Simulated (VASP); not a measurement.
Here is the system:

```
CELL_PARAMETERS angstrom
      4.11799    -2.24049     0.00121
      4.11799     2.24049     0.00121
      2.89792     0.00000     3.68507
ATOMIC_POSITIONS crystal
  Sb 0.23286 0.23286 0.23286
  Sb 0.76714 0.76714 0.76714
```

Computed with optB88-vdW, VASP's PBE PAW potentials (set 64) (plane waves; VASP). Numerical set-up: 520 eV cut-off, 7×7×7 Γ-centred mesh, Gaussian smearing of 0.050 eV, potentials Sb.

Question: The ions and cell shape at fixed volume are relaxed. What does this cell relax into?

Answer: 
```
CELL_PARAMETERS angstrom
      4.19231    -2.21714     0.04002
      4.19231     2.21714     0.04002
      2.98495     0.00000     3.68550
ATOMIC_POSITIONS crystal
  Sb 0.23002 0.23002 0.23002
  Sb 0.76998 0.76998 0.76998
```
Space group R-3m (166), at a tolerance of 0.03 Å.

Question: How much energy does the relaxation gain?

Answer: The energy (σ→0) changes by -5.4 meV/atom, in 6 ionic steps.

| step | E(σ→0) (eV) | max force (eV/Å) | pressure (GPa) | volume (Å³) |
|---|---|---|---|---|
| 1 | -4.2856 | 0.244 | -2.66 | 67.98 |
| 2 | -4.2911 | 0.153 | -2.40 | 67.98 |
| 3 | -4.2953 | 0.009 | -1.93 | 67.98 |
| 4 | -4.2953 | 0.036 | -1.86 | 67.98 |
| 5 | -4.2962 | 0.019 | -1.80 | 67.98 |
| 6 | -4.2965 | 0.004 | -1.74 | 67.98 |

The compound is Sb in the a7 structure. This cell is one point of a volume scan, at 1.06 of the reference volume. Symmetry was kept, so distortions that lower it aren't found.
